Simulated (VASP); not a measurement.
OSZICAR of a VASP run on As (space group R-3m):

**OSZICAR**
```
       N       E                     dE             d eps       ncg     rms          rms(c)
DAV:   1     0.197728600671E+02    0.19773E+02   -0.32668E+03  1546   0.602E+02
DAV:   2    -0.841687808023E+01   -0.28190E+02   -0.27388E+02  2298   0.103E+02
DAV:   3    -0.919218427202E+01   -0.77531E+00   -0.77386E+00  1747   0.200E+01
DAV:   4    -0.919507953168E+01   -0.28953E-02   -0.28944E-02  1917   0.134E+00
DAV:   5    -0.919508664791E+01   -0.71162E-05   -0.71159E-05  1735   0.559E-02    0.394E+00
DAV:   6    -0.917228511662E+01    0.22802E-01   -0.11680E-02  1679   0.743E-01    0.239E+00
DAV:   7    -0.916214248374E+01    0.10143E-01   -0.22751E-02  1654   0.108E+00    0.867E-02
DAV:   8    -0.916225224452E+01   -0.10976E-03   -0.62823E-04  1584   0.186E-01    0.340E-02
DAV:   9    -0.916229835794E+01   -0.46113E-04   -0.73740E-05  1849   0.652E-02    0.152E-02
DAV:  10    -0.916229981751E+01   -0.14596E-05   -0.47608E-06  1688   0.155E-02    0.518E-03
DAV:  11    -0.916230012744E+01   -0.30993E-06   -0.13831E-06  1376   0.939E-03
   1 F= -.91623001E+01 E0= -.91576281E+01  d E =-.934401E-02
```

Question: Which electronic solver shows in the log?

Answer: It is blocked Davidson (ALGO = Normal, or the opening steps of other solvers). The INCAR had ALGO = Normal.

Question: Can the final energy be trusted as converged?

Answer: The calculation finished and met its thresholds. It stopped with EDIFF = 1E-6, NELM = 100 (PBE GGA, plane waves, VASP's PBE PAW potentials (set 64)).

The structure comes from a computed database's As entry; how it stands against other phases isn't given here. The cell was not relaxed at this level, and its volume differs by -5.9 % from the start's.
